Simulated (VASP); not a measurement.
Input:

```xyz
2
Lattice="1.4642 -2.5361 0.0000 1.4642 2.5361 0.0000 0.0000 0.0000 4.6423" Properties=species:S:1:pos:R:3 pbc="T T T"
Ti     1.4642     0.8454     1.1606
Ti     1.4642    -0.8454     3.4817
```

The numbers are results of PBE GGA, VASP's PBE PAW potentials (set 64) (plane waves; VASP 6.6.1), not measurements. Numerical set-up: 480 eV cut-off, 14×14×8 Γ-centred mesh, first-order Methfessel-Paxton smearing of 0.10 eV, potentials Ti_sv.

Energy and stress use the plane-wave basis of the starting cell.

The ions, cell shape and volume at an external pressure of 15.0 GPa are relaxed. Predict the relaxed structure.

```xyz
2
Lattice="1.4145 -2.4500 0.0000 1.4145 2.4500 0.0000 0.0000 0.0000 4.4826" Properties=species:S:1:pos:R:3 pbc="T T T"
Ti     1.4145     0.8167     1.1207
Ti     1.4145    -0.8167     3.3620
```
Space group P6_3/mmc (194), at a tolerance of 0.03 Å.

How do energy and volume change from the first to the last step?

The energy (σ→0) changes by +77.0 meV/atom and the volume by -9.9 %, in 4 ionic steps.

The compound is Ti in the hcp structure. This run relaxes it under an external pressure of 15 GPa. Symmetry was kept, so distortions that lower it aren't found.
